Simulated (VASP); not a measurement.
# TeAu4 (Pm-3m) in VASP: relaxation of cell and atoms with PBE

Aim: the relaxation of cell and atoms of TeAu4 with PBE.

Everything below comes from runs of VASP 6.6.1. Logs are shortened: lines on timing, memory, paths and dates and some standing lists are left out, and cuts for length are marked.

### Step 1. The cell of the first run

Symmetry: Pm-3m, No. 221, cubic system. Conventional cell: a = 4.754 Å, b = 4.754 Å, c = 4.754 Å, α = 90.00°, β = 90.00°, γ = 90.00°. Te (site symmetry m-3m) has 12 Au at 3.36 Å as nearest neighbours. Au (site symmetry m-3m) is surrounded by 6 Au at 2.38 Å. Au (site symmetry 4/mmm) is surrounded by 2 Au at 2.38 Å.

The cell was built by a generator and needn't be a form met in nature.

### Step 2. Relaxation of cell and atoms, PBE (species swapped into the Mn4N type (Pm-3m, No. 221))

INCAR

```
PREC     = Accurate       # precision mode
ENCUT    = 600            # plane-wave cutoff, eV
EDIFF    = 1E-7           # SCF threshold, eV
ISMEAR   = 0              # smearing method
SIGMA    = 0.1            # smearing width, eV
LREAL    = False          # projectors in reciprocal space
LASPH    = True           # aspherical terms in the spheres
NELM     = 100            # most SCF steps
ALGO     = Normal         # electronic algorithm
ISIF     = 3              # what is computed and relaxed
LWAVE    = False          # write WAVECAR
LCHARG   = False          # write CHGCAR
GGA      = PE             # functional
IBRION   = 2              # ionic algorithm
NSW      = 90             # ionic steps
EDIFFG   = -0.04          # ionic threshold
```

KPOINTS

```
Automatic mesh
0
Gamma
  4 4 4
```

POSCAR

```
TeAu4
1.0
    4.7543540700      0.0000000000      0.0000000000
    0.0000000000      4.7543540700      0.0000000000
    0.0000000000      0.0000000000      4.7543540700
Te Au
1 4
Direct
    0.0000000000      0.0000000000      0.0000000000
    0.5000000000      0.5000000000      0.5000000000
    0.0000000000      0.5000000000      0.5000000000
    0.5000000000      0.0000000000      0.5000000000
    0.5000000000      0.5000000000      0.0000000000
```

Potentials or basis: VASP PAW PBE potentials, release 64 (Te, Au).

Launch:

```console
$ cat potpaw_PBE.64/Te/POTCAR potpaw_PBE.64/Au/POTCAR > POTCAR
$ mpirun -np 1 vasp_std > vasp.out
```

OUTCAR:

```text
PREC = Accurate
   ENCUT = 600
   EDIFF = 1E-7
   ISMEAR = 0
   LREAL = False
   LASPH = True
   NELM = 100
   ISIF = 3
   GGA = PE
   IBRION = 2
   NSW = 90
   EDIFFG = -0.04

 ion  position               nearest neighbor table
   1  0.000  0.000  0.000-   3 3.36   4 3.36   5 3.36   3 3.36   4 3.36   3 3.36   5 3.36   3 3.36
                             4 3.36   5 3.36   4 3.36   5 3.36
   2  0.500  0.500  0.500-   3 2.38   4 2.38   5 2.38   5 2.38   4 2.38   3 2.38
   3  0.000  0.500  0.500-   2 2.38   2 2.38   4 3.36   5 3.36   1 3.36   5 3.36   1 3.36   4 3.36
                             1 3.36   1 3.36   4 3.36   5 3.36   5 3.36   4 3.36
   4  0.500  0.000  0.500-   2 2.38   2 2.38   3 3.36   5 3.36   1 3.36   5 3.36   1 3.36   3 3.36
                             5 3.36   5 3.36   1 3.36   3 3.36   1 3.36   3 3.36
   5  0.500  0.500  0.000-   2 2.38   2 2.38   3 3.36   4 3.36   1 3.36   3 3.36   4 3.36   1 3.36
                             4 3.36   4 3.36   1 3.36   3 3.36   3 3.36   1 3.36

  LATTYP: Found a simple cubic cell.
 ALAT       =     4.7543540700

  Lattice vectors:

 A1 = (   4.7543540700,   0.0000000000,   0.0000000000)
 A2 = (   0.0000000000,   4.7543540700,   0.0000000000)
 A3 = (   0.0000000000,   0.0000000000,   4.7543540700)

Analysis of symmetry for initial positions (statically):
=====================================================================
 Subroutine PRICEL returns:
 Original cell was already a primitive cell.

 Routine SETGRP: Setting up the symmetry group for a
 simple cubic supercell.

 Subroutine GETGRP returns: Found 48 space group operations
 (whereof 48 operations were pure point group operations)
 out of a pool of 48 trial point group operations.

The static configuration has the point symmetry O_h .

Analysis of symmetry for dynamics (positions and initial velocities):
=====================================================================
 Subroutine PRICEL returns:
 Original cell was already a primitive cell.

 Routine SETGRP: Setting up the symmetry group for a
 simple cubic supercell.

 Subroutine GETGRP returns: Found 48 space group operations
 (whereof 48 operations were pure point group operations)
 out of a pool of 48 trial point group operations.

The dynamic configuration has the point symmetry O_h .

 Subroutine INISYM returns: Found 48 space group operations
 (whereof 48 operations are pure point group operations),
 and found     1 'primitive' translations

----------------------------------------------------------------------------------------

                                     Primitive cell

[... 57 lines left out ...]
  0.500000  0.250000  0.000000     12.000000
  0.500000  0.500000  0.000000      3.000000
  0.250000  0.250000  0.250000      8.000000
  0.500000  0.250000  0.250000     12.000000
  0.500000  0.500000  0.250000      6.000000
  0.500000  0.500000  0.500000      1.000000
   k-points           NKPTS =     10   k-points in BZ     NKDIM =     10   number of bands    NBANDS=     30
   number of dos      NEDOS =    301   number of ions     NIONS =      5
   total plane-waves  NPLWV =  64000
   dimension x,y,z NGX =    40 NGY =   40 NGZ =   40
   dimension x,y,z NGXF=    80 NGYF=   80 NGZF=   80
   ions per type =               1   4
   NGX,Y,Z   is equivalent  to a cutoff of  13.99, 13.99, 13.99 a.u.
   NGXF,Y,Z  is equivalent  to a cutoff of  27.97, 27.97, 27.97 a.u.
 SYSTEM =  unknown system
   PREC   = accura    normal or accurate (medium, high low for compatibility)
   ISTART =      0    job   : 0-new  1-cont  2-samecut
   ICHARG =      2    charge: 1-file 2-atom 10-const
   ISPIN  =      1    spin polarized calculation?
   LNONCOLLINEAR =      F non collinear calculations
   LSORBIT =      F    spin-orbit coupling
   LASPH  =      T    aspherical Exc in radial PAW
   ENCUT  =  600.0 eV  44.10 Ry    6.64 a.u.   9.50  9.50  9.50*2*pi/ulx,y,z
   NELM   =    100;   NELMIN=  2; NELMDL= -5     # of ELM steps
   EDIFF  = 0.1E-06   stopping-criterion for ELM
   LREAL  =      F    real-space projection
   EDIFFG = -.4E-01   stopping-criterion for IOM
   NSW    =     90    number of steps for IOM
   IBRION =      2    ionic relax: 0-MD 1-quasi-New 2-CG
   NFREE  =      1    steps in history (QN), initial steepest desc. (CG)
   ISIF   =      3    stress and relaxation
   ISYM   =      2    0-nonsym 1-usesym 2-fastsym
   POTIM  = 0.5000    time-step for ionic-motion
   TEBEG  =    0.0;   TEEND  =   0.0 temperature during run
   PSTRESS=    0.0 pullay stress
   NELECT =      50.0000    total number of electrons
   NUPDOWN=      -1.0000    fix difference up-down
   EMIN   =  10.00;   EMAX   =-10.00  energy-range for DOS
   EFERMI =   0.00;   METHOD = LEGACY
   ISMEAR =     0;   SIGMA  =   0.10  broadening in eV -4-tet -1-fermi 0-gaus
   EFERMI_NEDOS =   21; number of points for ismear=-14 and -15
   IALGO  =     38    algorithm
   IMIX   =      4    mixing-type and parameters
     AMIX     =   0.40;   BMIX     =  1.00
     AMIX_MAG =   1.60;   BMIX_MAG =  1.00
  volume/ion in A,a.u.               =      21.49       145.04
  Fermi-wavevector in a.u.,A,eV,Ry     =   1.268547  2.397207 21.894660  1.609212
  Thomas-Fermi vector in A             =   2.401636
   LORBIT       =      0    0 simple, 1 ext, 2 COOP (PROOUT), +10 PAW based schemes
   GGA     = PE    functional components
   LHFCALC =     F    Hartree Fock is set to
   AEXX    =    0.0000 exact exchange contribution
   IVDW    =     0    specifies the selected vdW correction
   LEPSILON=     F    determine dielectric tensor
   LRPA    =     F    only Hartree local field effects (RPA)
 conjugate gradient relaxation of ions
 non-spin polarized calculation
 Gauss-broadening in eV      SIGMA  =   0.10
  energy-cutoff  :      600.00
  volume of cell :      107.47
 maximum number of plane-waves:      3695
 NGX is ok and might be reduce to    40
   NGX = 19   NGY = 19   NGZ = 19

--------------------------------------- Ionic step        1  -------------------------------------------

 number of electron      50.0000005 magnetization

 Free energy of the ion-electron system (eV)
  ---------------------------------------------------
  ext. energy  EPLUGINS =         0.00000000
  ---------------------------------------------------
  free energy    TOTEN  =       -10.81597754 eV

  energy without entropy =      -10.79600048  energy(sigma->0) =      -10.80598901

 E-fermi :   7.5012     XC(G=0): -11.2050

 val. band max:        7.2859448806   @ k =   0.5000   0.2500   0.0000
 cond. band min:       7.5088206808   @ k =   0.2500   0.2500   0.2500
 fundamental gap:      0.2228758002
 Fermi energy:         7.5011893031
[... 781 lines left out ...]
--------------------------------------- Ionic step        4  -------------------------------------------

 number of electron      49.9999988 magnetization

 Free energy of the ion-electron system (eV)
  ---------------------------------------------------
  ext. energy  EPLUGINS =         0.00000000
  ---------------------------------------------------
  free energy    TOTEN  =       -12.48672084 eV

  energy without entropy =      -12.46350331  energy(sigma->0) =      -12.47511208

 E-fermi :   4.6028     XC(G=0): -10.0646

 val. band max:        4.5985682801   @ k =   0.2500   0.2500   0.2500
 cond. band min:       4.6460947839   @ k =   0.5000   0.2500   0.2500
 fundamental gap:      0.0475265038
 Fermi energy:         4.6027765021
[... 360 lines left out ...]
  FREE ENERGIE OF THE ION-ELECTRON SYSTEM (eV)
  ---------------------------------------------------
  free  energy   TOTEN  =       -12.4867208384 eV

  energy  without entropy=      -12.4635033121  energy(sigma->0) =      -12.47511208

 reached required accuracy - stopping structural energy minimisation
```

OSZICAR:

```text
N       E                     dE             d eps       ncg     rms          rms(c)
DAV:   1     0.346764188795E+03    0.34676E+03   -0.26919E+04   600   0.173E+03
DAV:   2     0.140152714347E+01   -0.34536E+03   -0.32956E+03   660   0.340E+02
DAV:   3    -0.116852120679E+02   -0.13087E+02   -0.12675E+02   670   0.594E+01
[... 51 lines left out ...]
DAV:   4    -0.124866828390E+02    0.10243E-03   -0.79417E-04   606   0.197E-01    0.187E-01
DAV:   5    -0.124867131250E+02   -0.30286E-04   -0.83283E-05   612   0.555E-02    0.549E-02
DAV:   6    -0.124867204208E+02   -0.72958E-05   -0.10414E-05   626   0.184E-02    0.157E-02
DAV:   7    -0.124867208288E+02   -0.40808E-06   -0.12590E-06   638   0.809E-03    0.859E-03
DAV:   8    -0.124867208384E+02   -0.95388E-08   -0.11893E-07   348   0.236E-03
   4 F= -.12486721E+02 E0= -.12475112E+02  d E =-.167074E+01
```

It took 4.7 min on 1 thread of Intel Xeon Platinum 8375C at 2.90GHz (Ice Lake), shared host; peak memory 0.26 GiB.

What came out:

* Free energy: -12.4867 eV
* Relaxed volume: 26.74 Å³/atom
* Relaxed cell: a = 5.113 Å, b = 5.113 Å, c = 5.113 Å, α = 90.00°, β = 90.00°, γ = 90.00°
* Space group after relaxing (to 0.05 Å): Pm-3m (No. 221)
* Energy gained by relaxing: 334.1 meV/atom
* Ionic steps: 4
* Pressure after relaxing: -0.2 GPa
* Band gap on the k mesh: none (metal or under the smearing width)

Step by step:
```
step  energy change (eV)  largest force (eV/Å)  pressure (GPa)  volume (Å³)
   1              0.0000                0.0000           26.18       107.47
   2             -0.3919                0.0000           -7.84       171.87
   3             -1.6688                0.0000           -0.58       134.48
   4             -1.6707                0.0000           -0.20       133.70
```

Final structure:
```xyz
5
Lattice="5.1134 0.0000 0.0000 0.0000 5.1134 0.0000 0.0000 0.0000 5.1134" Properties=species:S:1:pos:R:3 pbc="T T T"
Te    0.0000    0.0000    0.0000
Au    2.5567    2.5567    2.5567
Au    0.0000    2.5567    2.5567
Au    2.5567    0.0000    2.5567
Au    2.5567    2.5567    0.0000
```

Caveat: the volume moved by over 15 % at a fixed basis, so the end points are rough. The run has no spin-orbit coupling, so splittings on Au, Te are missing.
